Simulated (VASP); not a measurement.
Data:

```xyz
5
Lattice="2.1446 -3.7146 0.0000 2.1446 3.7146 0.0000 0.0000 0.0000 6.7298" Properties=species:S:1:pos:R:3 pbc="T T T"
Mg     4.2893     0.0000     0.0000
Mg     2.1446     1.2382     4.2427
Mg     2.1446    -1.2382     2.4870
Sb     2.1446     1.2382     1.4602
Sb     2.1446    -1.2382     5.2696
```

These are LDA (Ceperley-Alder, Perdew-Zunger), VASP's LDA PAW potentials (set 64) (plane waves; VASP) values and carry that method's errors. Numerical set-up: 500 eV cut-off, 8×8×5 Γ-centred mesh, first-order Methfessel-Paxton smearing of 0.10 eV, potentials Mg Sb.

Energy and stress use the plane-wave basis of the starting cell.

**Question.** The ions, cell shape and volume at an external pressure of 20.0 GPa are relaxed. What does this cell relax into?

**Answer.** 
```xyz
5
Lattice="2.0794 -3.6016 0.0000 2.0794 3.6016 0.0000 0.0000 0.0000 6.5134" Properties=species:S:1:pos:R:3 pbc="T T T"
Mg     4.1587     0.0000     0.0000
Mg     2.0794     1.2005     4.0957
Mg     2.0794    -1.2005     2.4176
Sb     2.0794     1.2005     1.3901
Sb     2.0794    -1.2005     5.1232
```
Space group P-3m1 (164), at a tolerance of 0.03 Å.

**Question.** How do energy and volume change from the first to the last step?

**Answer.** The energy (σ→0) changes by +177.1 meV/atom and the volume by -9.0 %, in 10 ionic steps.

The compound is Mg3Sb2 in the a-la2o3 structure. This run relaxes it under an external pressure of 20 GPa. Symmetry was kept, so distortions that lower it aren't found.
